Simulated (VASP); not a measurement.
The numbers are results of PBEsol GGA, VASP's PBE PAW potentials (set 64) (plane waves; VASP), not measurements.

VASP input:

File POSCAR:
```
TiC
1
    0.0000000000     2.1475313640     2.1475313640
    2.1475313640     0.0000000000     2.1475313640
    2.1475313640     2.1475313640     0.0000000000
Ti C
1 1
Direct
  0.0000000000   0.0000000000   0.0000000000
  0.5000000000   0.5000000000   0.5000000000
```

INCAR:
```
! general
SYSTEM  = TiC
PREC    = Accurate
ENCUT   = 620
LREAL   = F
LASPH   = T

! electronic loop
EDIFF   = 1E-6
NELM    = 100
ALGO    = Normal
LMAXMIX = 4

! smearing
ISMEAR  = 1
SIGMA   = 0.1

! functional
GGA     = PS

! ions
IBRION  = 2
NSW     = 40
ISIF    = 3
EDIFFG  = -0.02

! output
LWAVE   = F
LCHARG  = F
```

**KPOINTS**
```
Regular mesh
0
G
15 15 15
```

POTCAR, in this order: Ti_sv C (PBE.64 set). Program: vasp_std.

Output of the run:

File OUTCAR:
```
 ion  position               nearest neighbor table
   1  0.000  0.000  0.000-   2 2.15   2 2.15   2 2.15   2 2.15   2 2.15   2 2.15
   2  0.500  0.500  0.500-   1 2.15   1 2.15   1 2.15   1 2.15   1 2.15   1 2.15
  LATTYP: Found a face centered cubic cell.
 ALAT       =     4.2950627280
 Subroutine PRICEL returns:
 Original cell was already a primitive cell.
 Subroutine GETGRP returns: Found 48 space group operations
The static configuration has the point symmetry O_h .
The dynamic configuration has the point symmetry O_h .
 Subroutine INISYM returns: Found 48 space group operations
 Subroutine IBZKPT returns following result:
 Found    120 irreducible k-points:

 Following reciprocal coordinates:
            Coordinates               Weight
  0.000000  0.000000  0.000000      1.000000
  0.066667  0.000000  0.000000      8.000000
  0.133333  0.000000  0.000000      8.000000
  0.200000  0.000000  0.000000      8.000000
  0.266667  0.000000  0.000000      8.000000
  0.333333  0.000000  0.000000      8.000000
  0.400000  0.000000  0.000000      8.000000
  0.466667  0.000000  0.000000      8.000000
  0.066667  0.066667  0.000000      6.000000
  0.133333  0.066667  0.000000     24.000000
  0.200000  0.066667  0.000000     24.000000
  0.266667  0.066667  0.000000     24.000000
  0.333333  0.066667  0.000000     24.000000
  0.400000  0.066667  0.000000     24.000000
  0.466667  0.066667  0.000000     24.000000
 -0.466667  0.066667  0.000000     24.000000
 -0.400000  0.066667  0.000000     24.000000
 -0.333333  0.066667  0.000000     24.000000
 -0.266667  0.066667  0.000000     24.000000
 -0.200000  0.066667  0.000000     24.000000
 -0.133333  0.066667  0.000000     24.000000
 -0.066667  0.066667  0.000000     12.000000
  0.133333  0.133333  0.000000      6.000000
  0.200000  0.133333  0.000000     24.000000
...
```

OSZICAR:
```
       N       E                     dE             d eps       ncg     rms          rms(c)
DAV:   1     0.128013366725E+03    0.12801E+03   -0.94086E+03  2880   0.181E+03
DAV:   2    -0.142420348476E+02   -0.14226E+03   -0.13599E+03  2984   0.410E+02
DAV:   3    -0.245816252287E+02   -0.10340E+02   -0.99659E+01  3692   0.102E+02
DAV:   4    -0.251482303597E+02   -0.56661E+00   -0.56549E+00  3908   0.225E+01
DAV:   5    -0.251644158158E+02   -0.16185E-01   -0.16184E-01  3708   0.356E+00    0.194E+01
DAV:   6    -0.203626714962E+02    0.48017E+01   -0.29414E+01  3380   0.703E+01    0.675E+00
DAV:   7    -0.198400107096E+02    0.52266E+00   -0.40007E+00  3312   0.264E+01    0.518E+00
DAV:   8    -0.198006388910E+02    0.39372E-01   -0.19650E-01  3076   0.636E+00    0.221E+00
DAV:   9    -0.198073348033E+02   -0.66959E-02   -0.80903E-02  3320   0.316E+00    0.910E-01
DAV:  10    -0.198029265327E+02    0.44083E-02   -0.17145E-02  3484   0.208E+00    0.393E-01
DAV:  11    -0.198024474052E+02    0.47913E-03   -0.36628E-03  3360   0.829E-01    0.863E-02
DAV:  12    -0.198023570634E+02    0.90342E-04   -0.37667E-04  3048   0.329E-01    0.258E-02
DAV:  13    -0.198023429510E+02    0.14112E-04   -0.30526E-05  4288   0.850E-02    0.493E-03
DAV:  14    -0.198023427110E+02    0.24004E-06   -0.73658E-07  1872   0.106E-02
   1 F= -.19802343E+02 E0= -.19802271E+02  d E =-.198023E+02
```

File OUTCAR:
```
------------------------ aborting loop because EDIFF is reached ----------------------------------------
  FORCE on cell =-STRESS in cart. coord.  units (eV):
  Direction    XX          YY          ZZ          XY          YZ          ZX
  --------------------------------------------------------------------------------------
  Total       -0.0318171     -0.0318171     -0.0318171      0.0000000      0.0000000     -0.0000000
  in kB       -2.5734874     -2.5734874     -2.5734874      0.0000000      0.0000000     -0.0000000
  external PRESSURE =      -2.5734874 kB  Pullay stress =       0.0000000 kB
  volume of cell :       19.81
      direct lattice vectors                 reciprocal lattice vectors
     0.000000000  2.147531364  2.147531364    -0.232825470  0.232825470  0.232825470
     2.147531364  0.000000000  2.147531364     0.232825470 -0.232825470  0.232825470
     2.147531364  2.147531364  0.000000000     0.232825470  0.232825470 -0.232825470
 POSITION                                       TOTAL-FORCE (eV/Angst)
 -----------------------------------------------------------------------------------
      0.00000      0.00000      0.00000         0.000000     -0.000000      0.000000
      2.14753      2.14753      2.14753        -0.000000      0.000000     -0.000000
 -----------------------------------------------------------------------------------
    total drift:                               -0.000000      0.000000      0.000000
  FREE ENERGIE OF THE ION-ELECTRON SYSTEM (eV)
  ---------------------------------------------------
  free  energy   TOTEN  =       -19.8023427110 eV

  energy  without entropy=      -19.8021260876  energy(sigma->0) =      -19.80227050

 reached required accuracy - stopping structural energy minimisation
```
(Selected blocks of OUTCAR.)

**OUTCAR**
```
 val. band max:        9.5770230559   @ k =   0.4667   0.4667   0.0000

 cond. band min:       9.5901255576   @ k =   0.4000   0.3333   0.0000


 Fermi energy:         9.5813192601

 k-point     1 :       0.0000    0.0000    0.0000
  band No.  band energies     occupation
      1     -46.6539      2.00000
      2     -22.7671      2.00000
      3     -22.7671      2.00000
      4     -22.7671      2.00000
      5      -2.8850      2.00000
      6      10.2738     -0.00000
      7      10.2738     -0.00000
      8      10.2738     -0.00000
      9      11.3365     -0.00000
     10      11.3365     -0.00000
     11      11.3365     -0.00000
     12      11.3820     -0.00000

 k-point     2 :       0.0667    0.0000    0.0000
  band No.  band energies     occupation
      1     -46.6503      2.00000
      2     -22.7922      2.00000
      3     -22.7694      2.00000
      4     -22.7694      2.00000
      5      -2.7802      2.00000
      6       9.7767     -0.01852
      7      10.0395     -0.00000
      8      10.0395     -0.00000
      9      10.6367     -0.00000
     10      10.6367     -0.00000
     11      11.6009      0.00000
     12      12.4700      0.00000

 k-point     3 :       0.1333    0.0000    0.0000
  band No.  band energies     occupation
      1     -46.6401      2.00000
      2     -22.8626      2.00000
      3     -22.7760      2.00000
      4     -22.7760      2.00000
      5      -2.4737      2.00000
      6       8.8049      2.00000
      7       9.1978      2.00000
      8       9.1978      2.00000
      9      10.7499     -0.00000
     10      10.7499     -0.00000
     11      11.9574      0.00000
     12      13.6438      0.00000

 k-point     4 :       0.2000    0.0000    0.0000
  band No.  band energies     occupation
      1     -46.6250      2.00000
      2     -22.9650      2.00000
      3     -22.7856      2.00000
      4     -22.7856      2.00000
      5      -1.9875      2.00000
      6       7.6784      2.00000
...
```

The compound is TiC in the rock salt structure. It was relaxed first.
